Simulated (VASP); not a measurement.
All values below come from revPBE GGA, VASP's PBE PAW potentials (set 64) (plane waves; VASP).

VASP ran on this input.

**INCAR**
```
SYSTEM = KCl
PREC = Accurate
ENCUT = 300
EDIFF = 1E-6
NELM = 100
ALGO = Normal
LREAL = .FALSE.
LASPH = .TRUE.
ISMEAR = 0
SIGMA = 0.01
GGA = RE
LWAVE = .FALSE.
LCHARG = .FALSE.
ISIF = 2
```

POSCAR:
```
KCl
1
    0.0000000000     3.1622920000     3.1622920000
    3.1622920000     0.0000000000     3.1622920000
    3.1622920000     3.1622920000     0.0000000000
K Cl
1 1
Direct
  0.0000000000   0.0000000000   0.0000000000
  0.5000000000   0.5000000000   0.5000000000
```

**KPOINTS**
```
Automatic
0
gamma
5 5 5
```

POTCAR, in this order: K_sv Cl (PBE.64 set). Program: vasp_std.

Output

### OUTCAR
```
 ion  position               nearest neighbor table
   1  0.000  0.000  0.000-   2 3.16   2 3.16   2 3.16   2 3.16   2 3.16   2 3.16
   2  0.500  0.500  0.500-   1 3.16   1 3.16   1 3.16   1 3.16   1 3.16   1 3.16
  LATTYP: Found a face centered cubic cell.
 ALAT       =     6.3245840000
 Subroutine PRICEL returns:
 Original cell was already a primitive cell.
 Subroutine GETGRP returns: Found 48 space group operations
The static configuration has the point symmetry O_h .
The dynamic configuration has the point symmetry O_h .
 Subroutine INISYM returns: Found 48 space group operations
 Subroutine IBZKPT returns following result:
 Found     10 irreducible k-points:

 Following reciprocal coordinates:
            Coordinates               Weight
  0.000000  0.000000  0.000000      1.000000
  0.200000  0.000000  0.000000      8.000000
  0.400000  0.000000  0.000000      8.000000
  0.200000  0.200000  0.000000      6.000000
  0.400000  0.200000  0.000000     24.000000
 -0.400000  0.200000  0.000000     24.000000
 -0.200000  0.200000  0.000000     12.000000
  0.400000  0.400000  0.000000      6.000000
 -0.400000  0.400000  0.000000     12.000000
 -0.400000  0.400000  0.200000     24.000000
   k-points           NKPTS =     10   k-points in BZ     NKDIM =     10   number of bands    NBANDS=     12
   number of dos      NEDOS =    301   number of ions     NIONS =      2
   total plane-waves  NPLWV =  21952
   dimension x,y,z NGX =    28 NGY =   28 NGZ =   28
   dimension x,y,z NGXF=    56 NGYF=   56 NGZF=   56
   ions per type =               1   1
   PREC   = accura    normal or accurate (medium, high low for compatibility)
   ISTART =      0    job   : 0-new  1-cont  2-samecut
   ICHARG =      2    charge: 1-file 2-atom 10-const
   ISPIN  =      1    spin polarized calculation?
   LNONCOLLINEAR =      F non collinear calculations
   LSORBIT =      F    spin-orbit coupling
   INIWAV =      1    electr: 0-lowe 1-rand  2-diag
   ENCUT  =  300.0 eV  22.05 Ry    4.70 a.u.   6.32  6.32  6.32*2*pi/ulx,y,z
...
```

OSZICAR:
```
       N       E                     dE             d eps       ncg     rms          rms(c)
DAV:   1     0.747052079705E+02    0.74705E+02   -0.56355E+03   248   0.788E+02
DAV:   2    -0.296334965471E+01   -0.77669E+02   -0.73312E+02   336   0.224E+02
DAV:   3    -0.662690025049E+01   -0.36636E+01   -0.36519E+01   308   0.445E+01
DAV:   4    -0.673994033346E+01   -0.11304E+00   -0.11292E+00   400   0.733E+00
DAV:   5    -0.674057877075E+01   -0.63844E-03   -0.63841E-03   308   0.593E-01    0.336E+00
DAV:   6    -0.644408105041E+01    0.29650E+00   -0.56925E-01   288   0.408E+00    0.279E+00
DAV:   7    -0.643898421451E+01    0.50968E-02   -0.16663E-01   300   0.242E+00    0.161E+00
DAV:   8    -0.646297130228E+01   -0.23987E-01   -0.30455E-02   308   0.142E+00    0.207E-01
DAV:   9    -0.646472512855E+01   -0.17538E-02   -0.18182E-03   312   0.289E-01    0.129E-01
DAV:  10    -0.646628668550E+01   -0.15616E-02   -0.21508E-03   260   0.334E-01    0.302E-02
DAV:  11    -0.646630818639E+01   -0.21501E-04   -0.50986E-05   320   0.465E-02    0.139E-02
DAV:  12    -0.646632168290E+01   -0.13497E-04   -0.25638E-05   280   0.364E-02    0.122E-02
DAV:  13    -0.646632068885E+01    0.99405E-06   -0.17298E-06   320   0.945E-03
   1 F= -.64663207E+01 E0= -.64663207E+01  d E =-.266894E-64
```

File OUTCAR:
```
------------------------ aborting loop because EDIFF is reached ----------------------------------------
  FORCE on cell =-STRESS in cart. coord.  units (eV):
  Direction    XX          YY          ZZ          XY          YZ          ZX
  --------------------------------------------------------------------------------------
  Total        0.5901002      0.5901002      0.5901002      0.0000000     -0.0000000      0.0000000
  in kB       14.9485968     14.9485968     14.9485968      0.0000000     -0.0000000      0.0000000
  external PRESSURE =      14.9485968 kB  Pullay stress =       0.0000000 kB
  volume of cell :       63.25
      direct lattice vectors                 reciprocal lattice vectors
     0.000000000  3.162292000  3.162292000    -0.158113166  0.158113166  0.158113166
     3.162292000  0.000000000  3.162292000     0.158113166 -0.158113166  0.158113166
     3.162292000  3.162292000  0.000000000     0.158113166  0.158113166 -0.158113166
  FREE ENERGIE OF THE ION-ELECTRON SYSTEM (eV)
  ---------------------------------------------------
  free  energy   TOTEN  =        -6.4663206889 eV

  energy  without entropy=       -6.4663206889  energy(sigma->0) =       -6.46632069
```
(Selected blocks of OUTCAR.)

At this cut-off the stress carries a Pulay error, which pulls relaxed volumes low.

The structure comes from a computed database's KCl entry; how it stands against other phases isn't given here. The cell was not relaxed at this level. The run is one of a series of settings (KPOINTS 5×5×5 Γ-centred mesh against the base run), some of them coarse on purpose.
